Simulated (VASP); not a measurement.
Input:

```yaml
crystal:
  lattice:
    - [0.00000, 2.35428, 2.35428]
    - [2.35428, 0.00000, 2.35428]
    - [2.35428, 2.35428, 0.00000]
  atoms:
    - { symbol: Ca, position: [0.00000, 0.00000, 0.00000] }
    - { symbol: O, position: [0.50000, 0.50000, 0.50000] }
```

Method: PBE GGA, VASP's PBE PAW potentials (set 64) (plane waves; VASP). Numerical set-up: 400 eV cut-off, 12×12×12 Γ-centred mesh, Fermi-Dirac smearing of 0.020 eV, potentials Ca_sv O.

At this cut-off the stress carries a Pulay error, which pulls relaxed volumes low.

### Question
What does the run give for the energy per atom (σ→0), pressure, band gap (on the k-mesh) with the smallest direct gap where there is one?

### Answer

The band gap (on the k-mesh) is 3.61 eV and the smallest direct gap (on the k-mesh) is 3.98 eV. The energy per atom (σ→0) is -6.379 eV/atom and the pressure is 6.78 GPa.

The structure comes from a computed database's CaO entry; how it stands against other phases isn't given here. The cell was not relaxed at this level.
